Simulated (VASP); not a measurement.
HfS (space group P-6m2): computed properties

Computed with PBEsol GGA, VASP's PBE PAW potentials (set 64) (plane waves; VASP 6.6.1).

```
Property                                                                                 Result
----------------------------------  -----------------------------------------------------------
space group                                                                         P-6m2 (187)
cell                                a = b = 3.3524 Å, c = 3.4071 Å, α = β = 90.00°, γ = 120.00°
volume per atom                                                                   16.58 Å³/atom
band gap (over mesh and band path)                     none (metal, semimetal or under 0.01 eV)
band gap with spin-orbit coupling                                               none (metallic)
density                                                                             10.54 g/cm³
```

```
HfS
1.0
    3.35240     0.00000     0.00000
   -1.67620     2.90326     0.00000
    0.00000     0.00000     3.40710
Hf S
1 1
Direct
  0.00000   0.00000   0.00000
  0.66667   0.33333   0.50000
```

Unless said otherwise, spin-orbit coupling is left out, though it shifts the bands of the heavy elements here.

The structure comes from a computed database's HfS entry (P-6m2); how it stands against other phases isn't given here. It was relaxed first. Symmetry was kept, so distortions that lower it aren't found.
